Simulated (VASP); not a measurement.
Output of a VASP run:

File OSZICAR:
```
       N       E                     dE             d eps       ncg     rms          rms(c)
DAV:   1     0.467272841814E+02    0.46727E+02   -0.11626E+04  2964   0.133E+03
DAV:   2    -0.200986039920E+02   -0.66826E+02   -0.65680E+02  3654   0.267E+02
DAV:   3    -0.220799859161E+02   -0.19814E+01   -0.19666E+01  3978   0.305E+01
DAV:   4    -0.220953714731E+02   -0.15386E-01   -0.15372E-01  3402   0.339E+00
DAV:   5    -0.220955834924E+02   -0.21202E-03   -0.21201E-03  3984   0.320E-01    0.684E+01
DAV:   6    -0.215824211051E+02    0.51316E+00   -0.44838E-01  3078   0.505E+00    0.403E+01
DAV:   7    -0.213977468268E+02    0.18467E+00   -0.71569E-01  3110   0.613E+00    0.204E+00
DAV:   8    -0.213895497522E+02    0.81971E-02   -0.44955E-02  3240   0.167E+00    0.239E-01
DAV:   9    -0.213896432940E+02   -0.93542E-04   -0.10037E-03  4050   0.247E-01    0.198E-01
DAV:  10    -0.213896397455E+02    0.35485E-05   -0.36950E-05  3312   0.506E-02    0.208E-01
DAV:  11    -0.213896369880E+02    0.27575E-05   -0.37069E-06  3468   0.139E-02    0.134E-02
DAV:  12    -0.213896369650E+02    0.22984E-07   -0.38050E-07  2106   0.520E-03
   1 F= -.21389637E+02 E0= -.21390127E+02  d E =-.213896E+02
       N       E                     dE             d eps       ncg     rms          rms(c)
DAV:   1    -0.213911024485E+02   -0.14655E-02   -0.68041E-02  2970   0.218E+00    0.320E-01
DAV:   2    -0.213902002217E+02    0.90223E-03   -0.14800E-03  3804   0.308E-01    0.125E-01
DAV:   3    -0.213899239825E+02    0.27624E-03   -0.32993E-04  3790   0.133E-01    0.964E-02
DAV:   4    -0.213898721587E+02    0.51824E-04   -0.99141E-05  3956   0.740E-02    0.610E-02
DAV:   5    -0.213898695136E+02    0.26451E-05   -0.93976E-06  3892   0.227E-02    0.528E-03
DAV:   6    -0.213898695097E+02    0.38422E-08   -0.30531E-07  1776   0.445E-03
   2 F= -.21389870E+02 E0= -.21390398E+02  d E =-.232545E-03
       N       E                     dE             d eps       ncg     rms          rms(c)
DAV:   1    -0.213898700457E+02   -0.53216E-06   -0.25165E-05  3048   0.420E-02    0.637E-03
DAV:   2    -0.213898697227E+02    0.32304E-06   -0.50121E-07  1890   0.585E-03
   3 F= -.21389870E+02 E0= -.21390398E+02  d E =-.232758E-03
       N       E                     dE             d eps       ncg     rms          rms(c)
DAV:   1    -0.213903888048E+02   -0.51876E-03   -0.18208E-02  2952   0.116E+00    0.280E-01
DAV:   2    -0.213900194853E+02    0.36932E-03   -0.71006E-04  3462   0.221E-01    0.770E-02
DAV:   3    -0.213899032538E+02    0.11623E-03   -0.16495E-04  3456   0.994E-02    0.354E-02
DAV:   4    -0.213898819434E+02    0.21310E-04   -0.45969E-05  3558   0.531E-02    0.297E-02
DAV:   5    -0.213898807879E+02    0.11555E-05   -0.38438E-06  3528   0.134E-02    0.384E-03
DAV:   6    -0.213898807867E+02    0.11232E-08   -0.84024E-08  1698   0.245E-03
   4 F= -.21389881E+02 E0= -.21390415E+02  d E =-.110640E-04
```

**OUTCAR**
```
------------------------ aborting loop because EDIFF is reached ----------------------------------------
  FORCE on cell =-STRESS in cart. coord.  units (eV):
  Direction    XX          YY          ZZ          XY          YZ          ZX
  --------------------------------------------------------------------------------------
  Total        0.0351643      0.0351643      0.0151645     -0.0000000      0.0000000      0.0000000
  in kB        1.3515992      1.3515991      0.5828740     -0.0000000      0.0000000      0.0000000
  external PRESSURE =       1.0953574 kB  Pullay stress =       0.0000000 kB
  volume of cell :       41.68
      direct lattice vectors                 reciprocal lattice vectors
     1.558412280 -2.699249212  0.000000000     0.320839361 -0.185236694  0.000000000
     1.558412280  2.699249212 -0.000000000     0.320839361  0.185236694  0.000000000
     0.000000000  0.000000000  4.954609876     0.000000000  0.000000000  0.201832238
 POSITION                                       TOTAL-FORCE (eV/Angst)
 -----------------------------------------------------------------------------------
      1.55841      0.89975      1.23865        -0.000000     -0.000000      0.000000
      1.55841     -0.89975      3.71596         0.000000      0.000000      0.000000
 -----------------------------------------------------------------------------------
    total drift:                               -0.000004      0.000177     -0.000016
  FREE ENERGIE OF THE ION-ELECTRON SYSTEM (eV)
  ---------------------------------------------------
  free  energy   TOTEN  =       -21.3898807867 eV

  energy  without entropy=      -21.3914820368  energy(sigma->0) =      -21.39041454

 reached required accuracy - stopping structural energy minimisation
```
(Selected blocks of OUTCAR.)

File POSCAR:
```
Hf
1
    1.5612440425    -2.7041539690     0.0000000000
    1.5612440425     2.7041539690     0.0000000000
    0.0000000000     0.0000000000     4.9372616339
Hf
2
Direct
  0.3333330000   0.6666670000   0.2500000000
  0.6666670000   0.3333330000   0.7500000000
```

Q: Write an INCAR and KPOINTS that could have produced this output.

A: One answer among several that fit: the input of the run itself, LDA (Ceperley-Alder, Perdew-Zunger), plane waves, VASP's LDA PAW potentials (set 64).

### INCAR
```
! general
SYSTEM  = Hf
PREC    = Accurate
ENCUT   = 500
LREAL   = .False.
LASPH   = .True.

! electronic loop
EDIFF   = 1E-6
NELM    = 100
ALGO    = Normal
LMAXMIX = 6

! smearing
ISMEAR  = 1
SIGMA   = 0.1

! ions
IBRION  = 2
NSW     = 40
ISIF    = 3
EDIFFG  = -0.02

! output
LWAVE   = .False.
LCHARG  = .False.
```

File KPOINTS:
```
Regular mesh
0
G
  13 13 8
0 0 0
```

POTCAR, in this order: Hf_pv (LDA.64 set). Program: vasp_std.

The compound is Hf in the hcp structure. This run relaxes it. Symmetry was kept, so distortions that lower it aren't found.
